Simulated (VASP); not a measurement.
Method: r2SCAN meta-GGA, VASP's PBE PAW potentials (set 64) (plane waves; VASP).

The input files of a VASP run:

**KPOINTS**
```
kpoints
0
Gamma
  1 1 1
```

**POSCAR**
```
C atom
1
   12.0000000000     0.0000000000     0.0000000000
    0.0000000000    12.5000000000     0.0000000000
    0.0000000000     0.0000000000    13.0000000000
C
1
Direct
  0.0000000000   0.0000000000   0.0000000000
```

### INCAR
```
ALGO  =  All
EDIFF  =  1E-6
ENCUT  =  520
ISMEAR  =  0
ISPIN  =  2
ISYM  =  0
LASPH  =  .TRUE.
LCHARG  =  .FALSE.
LMIXTAU  =  .TRUE.
LORBIT  =  10
LREAL  =  .FALSE.
LWAVE  =  .FALSE.
MAGMOM  =  2
METAGGA  =  R2SCAN
NELM  =  200
NUPDOWN  =  2
PREC  =  Normal
SIGMA  =  0.01
SYSTEM  =  C atom
```

POTCAR, in this order: C (PBE.64 set). Program: vasp_gam. Read from the step before: WAVECAR.

Output

### OSZICAR
```
       N       E                     dE             d eps       ncg     rms           ort
SDA:   1    -0.194285055133E+01   -0.19429E+01    0.00000E+00     7   0.358E-01   0.000E+00
CGA:   2    -0.195621438011E+01   -0.13364E-01   -0.13362E-01     7   0.712E-02  -0.195E-03
SDA:   3    -0.222199870564E+01   -0.26578E+00   -0.26774E+00     7   0.325E+00  -0.341E-01
CGA:   4    -0.232515305842E+01   -0.10315E+00   -0.92760E-01     7   0.128E+00  -0.705E-01
CGA:   5    -0.236387775829E+01   -0.38725E-01   -0.38715E-01     7   0.205E-01   0.182E-03
CGA:   6    -0.236973224473E+01   -0.58545E-02   -0.58547E-02     7   0.354E-02  -0.427E-04
CGA:   7    -0.237092325426E+01   -0.11910E-02   -0.11914E-02     7   0.668E-03   0.655E-04
CGA:   8    -0.237114657856E+01   -0.22332E-03   -0.22348E-03     7   0.112E-03   0.827E-05
CGA:   9    -0.237118488046E+01   -0.38302E-04   -0.38349E-04     7   0.200E-04   0.664E-05
SDA:  10    -0.237119078659E+01   -0.59061E-05   -0.61819E-05     7   0.402E-05   0.519E-05
CGA:  11    -0.237119421573E+01   -0.34291E-05   -0.33610E-05     7   0.268E-05  -0.663E-06
SDA:  12    -0.237119671414E+01   -0.24984E-05   -0.26757E-05     7   0.517E-05  -0.163E-05
SDA:  13    -0.237119753057E+01   -0.81643E-06   -0.14356E-05     7   0.128E-05   0.139E-05
SDA:  14    -0.237119982068E+01   -0.22901E-05   -0.22285E-05     7   0.817E-06   0.525E-06
 trl  15    -0.237119982052E+01    0.16109E-09   -0.11654E-09     7   0.817E-06   0.817E-06
SDA:  16    -0.237119982049E+01    0.19270E-09   -0.11654E-09     7   0.795E-06   0.817E-06
   1 F= -.23711998E+01 E0= -.23711998E+01  d E =-.296699E-18  mag=     2.0000
```

OUTCAR:
```
------------------------ aborting loop because EDIFF is reached ----------------------------------------
  FORCE on cell =-STRESS in cart. coord.  units (eV):
  Direction    XX          YY          ZZ          XY          YZ          ZX
  --------------------------------------------------------------------------------------
  Total       -0.0063857     -0.0090813     -0.0105284     -0.0007805     -0.0010243      0.0001306
  in kB       -0.0052466     -0.0074614     -0.0086504     -0.0006413     -0.0008416      0.0001073
  external PRESSURE =      -0.0071195 kB  Pullay stress =       0.0000000 kB
  volume of cell :     1950.00
      direct lattice vectors                 reciprocal lattice vectors
    12.000000000  0.000000000  0.000000000     0.083333333  0.000000000  0.000000000
     0.000000000 12.500000000  0.000000000     0.000000000  0.080000000  0.000000000
     0.000000000  0.000000000 13.000000000     0.000000000  0.000000000  0.076923077
 POSITION                                       TOTAL-FORCE (eV/Angst)
 -----------------------------------------------------------------------------------
      0.00000      0.00000      0.00000        -0.000014      0.000001     -0.000015
 -----------------------------------------------------------------------------------
    total drift:                               -0.000014      0.000001     -0.000015
  FREE ENERGIE OF THE ION-ELECTRON SYSTEM (eV)
  ---------------------------------------------------
  free  energy   TOTEN  =        -2.3711998205 eV

  energy  without entropy=       -2.3711998205  energy(sigma->0) =       -2.37119982

 total charge

# of ion       s       p       d       tot
------------------------------------------
    1        1.035   0.970   0.000   2.005

 magnetization (x)

# of ion       s       p       d       tot
------------------------------------------
    1        0.045   0.970   0.000   1.014
```
(Selected blocks of OUTCAR.)

The atom may not be in its lowest state.

The cell is a free atom in a box.
